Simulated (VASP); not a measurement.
Computed with PBEsol GGA, VASP's PBE PAW potentials (set 64) (plane waves; VASP).

VASP input:

### INCAR
```
# general
SYSTEM   =  Tl
PREC     =  Accurate
ENCUT    =  400
LREAL    =  .FALSE.
LASPH    =  .TRUE.

# electronic loop
EDIFF    =  1E-6
NELM     =  100
ALGO     =  Normal
LMAXMIX  =  4

# smearing
ISMEAR   =  1
SIGMA    =  0.1

# functional
GGA      =  PS

# ions
IBRION   =  2
NSW      =  60
ISIF     =  3
EDIFFG   =  -0.01

# output
LWAVE    =  .FALSE.
LCHARG   =  .FALSE.
```

POSCAR:
```
Tl
1
   -1.9282910000     1.9282910000     1.9282910000
    1.9282910000    -1.9282910000     1.9282910000
    1.9282910000     1.9282910000    -1.9282910000
Tl
1
Direct
  0.0000000000   0.0000000000   0.0000000000
```

**KPOINTS**
```
Automatic mesh
0
Gamma
12 12 12
0 0 0
```

POTCAR, in this order: Tl_d (PBE.64 set). Program: vasp_std.

The run wrote:

OSZICAR:
```
       N       E                     dE             d eps       ncg     rms          rms(c)
DAV:   1     0.344591700348E+02    0.34459E+02   -0.59397E+03  1656   0.897E+02
DAV:   2    -0.234429901213E+01   -0.36803E+02   -0.36379E+02  1528   0.188E+02
DAV:   3    -0.265879727784E+01   -0.31450E+00   -0.31391E+00  1660   0.166E+01
DAV:   4    -0.266014620140E+01   -0.13489E-02   -0.13489E-02  1596   0.130E+00
DAV:   5    -0.266016113227E+01   -0.14931E-04   -0.14930E-04  1624   0.131E-01    0.217E+00
DAV:   6    -0.262798104206E+01    0.32180E-01   -0.62504E-02  1522   0.257E+00    0.153E+00
DAV:   7    -0.262242054449E+01    0.55605E-02   -0.18222E-02  1540   0.136E+00    0.682E-01
DAV:   8    -0.262200900486E+01    0.41154E-03   -0.43374E-04  1560   0.241E-01    0.347E-02
DAV:   9    -0.262201035508E+01   -0.13502E-05   -0.24091E-06  1612   0.197E-02    0.591E-03
DAV:  10    -0.262201150517E+01   -0.11501E-05   -0.94397E-07  1114   0.123E-02    0.513E-04
DAV:  11    -0.262201150314E+01    0.20214E-08   -0.56708E-08   800   0.244E-03
   1 F= -.26220115E+01 E0= -.26218112E+01  d E =-.262201E+01
       N       E                     dE             d eps       ncg     rms          rms(c)
DAV:   1    -0.263139238115E+01   -0.93809E-02   -0.16456E-01  1500   0.448E+00    0.547E-01
DAV:   2    -0.262329218304E+01    0.81002E-02   -0.16996E-02  1476   0.140E+00    0.175E-01
DAV:   3    -0.262224747872E+01    0.10447E-02   -0.37848E-03  1492   0.653E-01    0.135E-01
DAV:   4    -0.262222041947E+01    0.27059E-04   -0.98557E-05  1492   0.789E-02    0.537E-03
DAV:   5    -0.262221939658E+01    0.10229E-05   -0.11742E-05  1532   0.368E-02    0.657E-03
DAV:   6    -0.262221957564E+01   -0.17906E-06   -0.37838E-07   796   0.687E-03
   2 F= -.26222196E+01 E0= -.26220415E+01  d E =-.208072E-03
```

### OUTCAR
```
------------------------ aborting loop because EDIFF is reached ----------------------------------------
  FORCE on cell =-STRESS in cart. coord.  units (eV):
  Direction    XX          YY          ZZ          XY          YZ          ZX
  --------------------------------------------------------------------------------------
  Total        0.0001002      0.0001002      0.0001002      0.0000000     -0.0000000      0.0000000
  in kB        0.0056399      0.0056399      0.0056399      0.0000000     -0.0000000      0.0000000
  external PRESSURE =       0.0056399 kB  Pullay stress =       0.0000000 kB
  volume of cell :       28.46
      direct lattice vectors                 reciprocal lattice vectors
    -1.923309206  1.923309206  1.923309206     0.000000000  0.259968599  0.259968599
     1.923309206 -1.923309206  1.923309206     0.259968599  0.000000000  0.259968599
     1.923309206  1.923309206 -1.923309206     0.259968599  0.259968599  0.000000000
 POSITION                                       TOTAL-FORCE (eV/Angst)
 -----------------------------------------------------------------------------------
     -0.00000      0.00000      0.00000         0.000000      0.000000      0.000000
 -----------------------------------------------------------------------------------
    total drift:                               -0.000000      0.000000      0.000000
  FREE ENERGIE OF THE ION-ELECTRON SYSTEM (eV)
  ---------------------------------------------------
  free  energy   TOTEN  =        -2.6222195756 eV

  energy  without entropy=       -2.6216853483  energy(sigma->0) =       -2.62204150

 reached required accuracy - stopping structural energy minimisation
```
(Selected blocks of OUTCAR.)

### CONTCAR
```
Tl
   1.00000000000000
    -1.9233092061369916    1.9233092061369916    1.9233092061369916
     1.9233092061369916   -1.9233092061369916    1.9233092061369916
     1.9233092061369916    1.9233092061369916   -1.9233092061369916
  Tl
     1
Direct
     0.0000000000000000    0.0000000000000000    0.0000000000000000
```

The structure was generated: Tl was put into the bcc type (Im-3m), which need not be its known phase. This run relaxes it. Symmetry was kept, so distortions that lower it aren't found.
